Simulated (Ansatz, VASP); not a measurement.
## CsZnH3 in two plane-wave programs

Aim: how closely do two programs agree when they are given the same cell, functional and k mesh? The cell is generated by rule, not measured, and may not be a known phase. The cell is taken from a series of runs on this material, whose earlier steps may have relaxed, scaled, displaced or heated it; both programs get it as it stands.

Method: plane waves, with VASP 6.6.1 beside it; zone-centre phonons at r2SCAN, in Ansatz 0.2.0.

The structure was built from a prototype and need not be the compound's stable phase.

## Step 1: The structure

The structure is tetragonal, space group I4/mmm (No. 139). The conventional cell has a = 5.971 Å, b = 5.971 Å, c = 8.804 Å, α = 90.00°, β = 90.00°, γ = 90.00°. Nearest to Cs lie 12 H at 3.05 to 3.07 Å. Nearest to Zn lie 4 H at 1.78 Å. Zn has 2 H at 1.58 Å nearest. H has 2 Zn at 1.78 to 2.45 Å and 4 H at 2.51 to 2.91 Å and 4 Cs at 3.07 Å nearest. Nearest to H lie 2 Zn at 1.58 to 2.83 Å and 4 H at 2.91 Å and 4 Cs at 3.05 Å. Farther neighbours are not listed.

## Step 2: Ansatz: zone-centre phonons, r2SCAN

Ansatz runs on its PAW soft_1 files.

Second derivatives magnify differences that forces hide, and they need a tight electronic threshold.

File input.yaml:

```yaml
crystal:
  lattice:
    - [-2.9852846335, 2.9852846335, 4.4019992066]
    - [2.9852846335, -2.9852846335, 4.4019992066]
    - [2.9852846335, 2.9852846335, -4.4019992066]
  atoms:
    - { symbol: Cs, position: [0.75, 0.25, 0.5] }
    - { symbol: Cs, position: [0.25, 0.75, 0.5] }
    - { symbol: Zn, position: [0.0, 0.0, 0.0] }
    - { symbol: Zn, position: [0.5, 0.5, 0.0] }
    - { symbol: H, position: [0.7896070385, 0.2103929615, 0.0] }
    - { symbol: H, position: [0.2103929615, 0.7896070385, 0.0] }
    - { symbol: H, position: [0.6790702986, 0.6790702986, 0.0] }
    - { symbol: H, position: [0.3209297014, 0.3209297014, 0.0] }
    - { symbol: H, position: [0.2103929615, 0.2103929615, 0.420785923] }
    - { symbol: H, position: [0.7896070385, 0.7896070385, 0.5792140769] }
kpoints:
  mp_grid: { grid: [6, 6, 6] }
hamiltonian:
  xc: r2scan
  pseudopotentials: { kind: paw, azcp: { folder: soft_1 } }
scf:
  occupations: { method: fixed }
output:
  eigenvalues: true
phonons:
  method: dfpt
  dielectric: true
  rigid_motions: translations
```

Command:

```console
$ ansatz run input.yaml --threads 4 --pin off --max-ram 16384MiB --backend cpu --events-out ev --progress --plain --runs-dir out
```

Numbers of over 12 decimals in the logs are rounded to 6 here.

The log of the run:

```text
Engine: ansatz 0.2.0, aarch64-unknown-linux-gnu
Pseudopotentials: kind: paw
Pseudopotential: Cs, paw, valence charge 9, recommended cutoff 500 eV (meta_gga), soft_1/Cs.paw.azcp
Pseudopotential: Zn, paw, valence charge 12, recommended cutoff 500 eV (meta_gga), soft_1/Zn.paw.azcp
Pseudopotential: H, paw, valence charge 1, recommended cutoff 500 eV (meta_gga), soft_1/H.paw.azcp
Functional definition: r2SCAN
  parameter k0 = 0.174
  parameter k1 = 0.065
  parameter a1 = 4.9479
  exchange = r2scan_x(k0 = k0, k1 = k1, a1 = a1)
  correlation = r2scan_c
Crystal: 10 atoms, lattice volume = 156.921 Å³
Basis set: ecut = 500 eV, 3969 PW (Γ), exchange–correlation on 270×270×270 points (216 copies of the dense FFT grid, shifted against one another)
Bands: 34, of which v1, the nominal top of the filled ones, is band 24 counted from 1 (23 counted from 0)
Symmetry: 16 space group operations
k-points: 112 of 216 (irreducible under 1 space group operation, time reversal used)
Non-local potential: Cs, projectors of the file, l = 0: 3, l = 1: 2, l = 2: 2, l = 3: 2
Non-local potential: Zn, projectors of the file, l = 0: 2, l = 1: 2, l = 2: 3, l = 3: 1
Non-local potential: H, projectors of the file, l = 0: 2, l = 1: 1
PAW form: soft (Blöchl's): semilocal exchange-correlation on the pseudo side does not see the compensation charge
PAW frozen core: Cs, regenerated for the run's functional (the file was generated under x = pbe(κ = 0.804, μ = 0.219515), c = pbe(β = 0.066725))
PAW frozen core: Zn, regenerated for the run's functional (the file was generated under x = pbe(κ = 0.804, μ = 0.219515), c = pbe(β = 0.066725))
PAW one-centre angular grid: Cs, 302 points (default); XC on 160 Gauss nodes
PAW one-centre angular grid: Zn, 590 points (default); XC on 160 Gauss nodes
PAW one-centre angular grid: H, 302 points (default); XC on 160 Gauss nodes
Initial density: superposition of atomic densities (chi_scale 0.1, normalization cell, long waves kept (reshape's long-wave potential 0.00 eV rms))
Initial wavefunctions: pseudopotential atomic-orbital guess
Functional: x = r2scan, c = r2scan; τ floored in thin density (d = 2e-4 eV/Å³)
SCF iter   1: F=—  HF=-18123.252925 eV  |F-HF|=—  |Δ(HF+E_count)|=         —  Δρ=1.00e-1  dr2=1.31e1  dr2_τ=4.43e-2  ethr=3.10e-3  ⟨swp⟩=5.0  Hψ=16890  notcnv=0  defer=860
preconditioner: auto → Resta (q_TF=auto, 2.240 Å⁻¹)  ε∞=4.9  [insulator: Δε(μ)=0.891 eV  Ē_g=9.945 eV  n_scr=26 (ndim 8)  ℏωp=19.7 eV  f_vac=0.001  ε∞_Penn≈4.9]
SCF iter   2: F=—  HF=-18120.635975 eV  |F-HF|=—  |Δ(HF+E_count)|=    2.62e0  Δρ=4.51e-2  dr2=1.87e0  dr2_τ=2.31e-2  ethr=3.10e-3  ⟨swp⟩=3.0  Hψ=9589  notcnv=0  defer=823
SCF iter   3: F=—  HF=-18119.923879 eV  |F-HF|=—  |Δ(HF+E_count)|=   7.12e-1  Δρ=1.73e-2  dr2=6.08e-1  dr2_τ=5.04e-3  ethr=3.10e-3  ⟨swp⟩=2.0  Hψ=6923  notcnv=0  defer=693
SCF iter   4: F=—  HF=-18119.922520 eV  |F-HF|=—  |Δ(HF+E_count)|=   1.36e-3  Δρ=8.08e-3  dr2=7.87e-2  dr2_τ=4.66e-4  ethr=1.27e-3  ⟨swp⟩=2.0  Hψ=6338  notcnv=0  defer=857
SCF iter   5: F=—  HF=-18119.944818 eV  |F-HF|=—  |Δ(HF+E_count)|=   2.23e-2  Δρ=2.50e-3  dr2=6.09e-3  dr2_τ=2.98e-5  ethr=1.64e-4  ⟨swp⟩=2.1  Hψ=5547  notcnv=0  defer=894
SCF iter   6: F=—  HF=-18119.945658 eV  |F-HF|=—  |Δ(HF+E_count)|=   8.40e-4  Δρ=1.19e-3  dr2=1.27e-3  dr2_τ=1.04e-5  ethr=1.27e-5  ⟨swp⟩=2.0  Hψ=6459  notcnv=0  defer=894
SCF iter   7: F=—  HF=-18119.945140 eV  |F-HF|=—  |Δ(HF+E_count)|=   5.17e-4  Δρ=3.62e-4  dr2=1.03e-4  dr2_τ=1.64e-6  ethr=2.65e-6  ⟨swp⟩=2.0  Hψ=5523  notcnv=0  defer=891
SCF iter   8: F=—  HF=-18119.945161 eV  |F-HF|=—  |Δ(HF+E_count)|=   2.06e-5  Δρ=7.07e-5  dr2=5.61e-6  dr2_τ=3.35e-8  ethr=2.14e-7  ⟨swp⟩=3.0  Hψ=6120  notcnv=0  defer=533
SCF iter   9: F=—  HF=-18119.945162 eV  |F-HF|=—  |Δ(HF+E_count)|=   1.43e-6  Δρ=2.83e-5  dr2=7.02e-7  dr2_τ=2.88e-9  ethr=1.17e-8  ⟨swp⟩=2.0  Hψ=5229  notcnv=0  defer=422
SCF iter  10: F=—  HF=-18119.945147 eV  |F-HF|=—  |Δ(HF+E_count)|=   1.58e-5  Δρ=5.21e-6  dr2=2.88e-8  dr2_τ=3.50e-10  ethr=1.46e-9  ⟨swp⟩=2.0  Hψ=4911  notcnv=0  defer=413
SCF iter  11: F=—  HF=-18119.945147 eV  |F-HF|=—  |Δ(HF+E_count)|=   1.43e-9  Δρ=4.79e-7  dr2=5.48e-10  dr2_τ=2.30e-11  ethr=6.00e-11  ⟨swp⟩=2.1  Hψ=5635  notcnv=0  defer=413
SCF iter  12: F=-18119.945147 eV  HF=-18119.945147 eV  |F-HF|=0.00e0  |Δ(HF+E_count)|=  1.35e-10  Δρ=1.43e-7  dr2=3.77e-11  dr2_τ=1.50e-12  ethr=1.00e-12  ⟨swp⟩=16.8  Hψ=28730  notcnv=0
SCF 1 converged in 12 iterations: F = -18119.945147 eV  dr2 = 3.77e-11
  greatest PAW one-centre occupation: 0.987 electrons in one spin orbital (limit 2), on the Zn atom at site 3 (counted from 0), in its partial waves of l = 2
NSCF: frozen V_eff on 4 k-points
[...]
SCF iter   4: F=—  HF=-18119.878878 eV  |F-HF|=—  |Δ(HF+E_count)|=   3.19e-6  Δρ=1.03e-5  dr2=1.67e-7  dr2_τ=2.12e-9  ethr=1.14e-8
SCF iter   5: F=-18119.878878 eV  HF=-18119.878878 eV  |F-HF|=1.14e-9  |Δ(HF+E_count)|=   1.31e-7  Δρ=3.49e-6  dr2=9.21e-9  dr2_τ=6.55e-10  ethr=3.47e-10
SCF 1 converged in 5 iterations: F = -18119.878878 eV  dr2 = 9.21e-9
DFPT response loops at Γ: preconditioner auto → Resta (q_TF=auto, 2.240 Å⁻¹)  ε∞=7.4 (no band partly filled); β = 1.00, the filter's whole step (`scf.mixing.beta` (0.50) is not read by the response loops at its default; to damp them type it under 1.00, their step now; it binds the ground state too); Broyden in place of MSR1
SCF converged after 12 iterations
Free energy (F): -18119.945147 eV
Harris-Foulkes:  -18119.945147 eV  (|F-HF|=0.00e0)
Internal energy: -18119.945147 eV  (E = F + TS)
E sigma→0 (E₀):  -18119.945147 eV
Fermi energy:    5.347707 eV
--- Per-component energies (eV) ---
  E_band       = -123.815949
  E_kinetic    = 659.954802
  E_local      = -5026.817422  (includes V_loc(G=0)·N_el)
  E_nonlocal   = 1695.675586
  E_hartree    = 1942.618384
  E_xc         = -530.799881
  E_vxc        = -478.430449  (∫ρ·V_xc dr)
  E_paw        = -14005.229493  (= ΣΔE_a)
  E_vpaw       = -881.446186  (= ΣTr[D̂ρ^β])
  E_aug_tail   = -0.000212  (compensation charges beyond the density's cutoff)
  E_vtau       = 22.011119  (kinetic-family band-sum trace: ∫τ·v_τ [+ j·A + Jᵃ·Aᵃ] dr)
  E_ewald      = -2855.081437
  E_core_change = -0.265473  (= ΣΔE_core)
  E_smearing   = -0.000000  (= −TS)
  E_closure    = -0.000000  (closes the sum)
  Σ components = -18119.945147   (vs F -18119.945147, Δ=0.00e0)
--- Band table (eV; the first three rows and the last of 112) ---
  k-point 0: bands = [... 20 lower, 1.6388, 1.6864, 1.6864, 4.8704, 6.3945, 8.4621, 9.3038, 9.3038, ... 6 higher]
  k-point 1: bands = [... 20 lower, 1.4292, 1.9105, 2.6982, 4.6303, 6.6605, 8.3530, 9.1132, 9.3328, ... 6 higher]
  k-point 2: bands = [... 20 lower, 1.8320, 2.3612, 2.4477, 4.9230, 7.6721, 8.1767, 8.7474, 9.4187, ... 6 higher]
  k-point 111: bands = [... 20 lower, 1.1376, 2.5661, 2.5661, 5.3442, 8.4760, 8.5682, 8.5682, 8.8211, ... 6 higher]
--- Phonons (Γ-DFPT): 10 representative perturbations + reference, on 112 of 216 k-points (Σ response iterations 72) ---
  k mesh reduced under 1 symmetry operation, with k and −k counted as one. Each operation leaves every solved perturbation unchanged. A smaller set is not considered because the functional reads the kinetic-energy density
  ASR residual: 1.497e-4 → 0.000e0 eV/Å²; symmetrization residual: 2.139e-6 eV/Å²
  ASR residual per site (eV/Å²): 1.05e-4 1.05e-4 1.50e-4 8.30e-5 3.39e-5 3.39e-5 2.06e-5 2.06e-5 3.39e-5 3.39e-5
  Γ frequencies (cm⁻¹): -147.53 -105.48 -105.48 0.00 0.00 0.00 73.72 80.26 80.26 110.45 115.41 120.75 120.75 372.87 482.55 482.55 542.79 542.79 595.85 699.12 699.12 716.01 755.57 755.57 952.78 1086.95 1086.95 1167.15 1614.74 1636.84
  ε∞ (high-frequency dielectric tensor):
        5.351580    -0.000000    -0.000000
       -0.000000     5.351580     0.000000
       -0.000000     0.000000     4.244803
  softest optical mode at Γ: -147.53 cm⁻¹; the repairs (sum rule, projections) moved no ω² at Γ by more than (5.16 cm⁻¹)²
  Born effective charges Z* (e; rows j = field, columns β = displacement):
    site 0:
         0.99030   -0.00000   -0.00000
         0.00000    0.99030   -0.00000
         0.00000   -0.00000    1.36234
    site 1:
         0.99030    0.00000   -0.00000
        -0.00000    0.99030   -0.00000
         0.00000   -0.00000    1.36234
    site 2:
         2.49130    0.00000   -0.00000
         0.00000    2.49130    0.00000
        -0.00000    0.00000    1.25722
    site 3:
         2.60812    0.00000   -0.00000
         0.00000    2.60812   -0.00000
        -0.00000   -0.00000    1.29853
    site 4:
        -1.31174    0.32657   -0.00000
         0.32657   -1.31174   -0.00000
         0.00000   -0.00000   -0.80123
    site 5:
        -1.31174    0.32657   -0.00000
         0.32657   -1.31174   -0.00000
         0.00000   -0.00000   -0.80123
    site 6:
        -0.91653   -0.00000   -0.00000
         0.00000   -0.91653   -0.00000
         0.00000   -0.00000   -1.03776
    site 7:
[...]
site 8:
[...]
site 9:
[...]
Z* charge neutrality: 4.307e-3 e pre-enforcement
  solved inside a basis spanned on kpoints, on 6×6×6 k-points, its susceptibility summed on 8×8×10: ε∞ is read to err by 2.2e-2, Z* by 2.0e-2 e (field_mesh: kpoints solves on kpoints); Z* is corrected for what the basis lacks
  optical modes at Γ without the LO–TO term, one row a degenerate level:
      ω (cm⁻¹)  modes    IR ((D/Å)²/amu)
[...]
optical modes at Γ + LO–TO along q̂ = [1.0000, 0.0000, 0.0000]:
      ω (cm⁻¹)  modes    IR ((D/Å)²/amu)
[...]
optical modes at Γ + LO–TO along q̂ = [0.0000, 1.0000, 0.0000]:
      ω (cm⁻¹)  modes    IR ((D/Å)²/amu)
[...]
optical modes at Γ + LO–TO along q̂ = [0.0000, 0.0000, 1.0000]:
      ω (cm⁻¹)  modes    IR ((D/Å)²/amu)
[...]
699.12      2             0.0000
        755.57      2             3.6145
        844.46      1            58.4757
        952.78      1             0.0000
       1086.95      2            30.5934
       1167.15      1             0.0000
       1614.74      1             0.0000
       1681.49      1            50.7197
```

Reading the cycles: dr2 is the Hartree energy of the density residual (eV), the measure of convergence; HF is the Harris–Foulkes estimate of the energy, which meets the free energy F at convergence.

(Continued in part 2 of 2.)

[Lines on the potential files, build, host, timing and source positions are cut from VASP's logs without a mark.]

[Logs are printed without paths, hosts, clocks, repeated set-up lines and the standing remarks that a program may print on its own settings, such as how far it seeks lower states.]

[Hosts, paths, dates, database ids (printed as entryN), source tags and the programs' standing remarks are cut or masked in the printed files.]
